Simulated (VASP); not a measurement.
Data:

```xyz
2
Lattice="0.0000 2.7613 2.7613 2.7613 0.0000 2.7613 2.7613 2.7613 0.0000" Properties=species:S:1:pos:R:3 pbc="T T T"
Zn     0.0000     0.0000     0.0000
S      1.3807     1.3807     1.3807
```

The numbers are results of PBE GGA, VASP's PBE PAW potentials (set 64) (plane waves; VASP), not measurements. Run with 480 eV cut-off, 8×8×8 Γ-centred mesh, Gaussian smearing of 0.050 eV, potentials Zn S.

### Question
Give the stress tensor in GPa (positive for a compressed cell).

### Answer

```
-2.63   0.00   0.00
 0.00  -2.63   0.00
 0.00   0.00  -2.63
```
The pressure is its mean diagonal, -2.63 GPa.

The compound is ZnS in the zinc blende structure. This cell was strained or had an atom moved on purpose.
